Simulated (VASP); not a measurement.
**RhSi (relaxed from the wurtzite structure, space group P6_3/mmc): computed properties**

The numbers are results of PBEsol GGA, VASP's PBE PAW potentials (set 64) (plane waves; VASP 6.6.1), not measurements.

For RhSi, the space group comes out as P6_3/mmc (194) and the cell is a = 4.057 Å, b = 4.057 Å, c = 4.751 Å, α = 90.00°, β = 90.00°, γ = 120.00°. The volume per atom comes out as 16.93 Å³/atom. The band gap (over mesh and band path) is none (metal, semimetal or under 0.01 eV) and the density comes out as 6.42 g/cm³.

```
RhSi
1.0
    4.05694     0.00000     0.00000
   -2.02847     3.51341     0.00000
    0.00000     0.00000     4.75099
Rh Si
2 2
Direct
  0.33333   0.66667   0.93752
  0.66667   0.33333   0.43752
  0.33333   0.66667   0.43748
  0.66667   0.33333   0.93748
```

The structure was generated: RhSi was put into the wurtzite type (P6_3mc), which need not be its known phase. It was relaxed first, which changed the volume by -32 %. The relaxed cell has space group P6_3/mmc. Symmetry was kept, so distortions that lower it aren't found.
